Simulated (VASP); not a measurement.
Given:

```
CELL_PARAMETERS angstrom
      0.00000     2.79311     2.79311
      2.79311     0.00000     2.79311
      2.79311     2.79311     0.00000
ATOMIC_POSITIONS crystal
  Mg 0.00000 0.00000 0.00000
  Se 0.50000 0.50000 0.50000
```

All values below come from PBE GGA, VASP's PBE PAW potentials (set 64) (plane waves; VASP 6.6.1). Run with 480 eV cut-off, 8×8×8 Γ-centred mesh, Gaussian smearing of 0.050 eV, potentials Mg Se.

Q: Estimate the energy per atom (σ→0), pressure.

A: 
* **energy per atom (σ→0)**: -3.738 eV/atom
* **pressure**: -2.47 GPa

Only differences to runs with the same potentials and settings are physical.

The compound is MgSe in the rock salt structure. This cell was strained or had an atom moved on purpose.
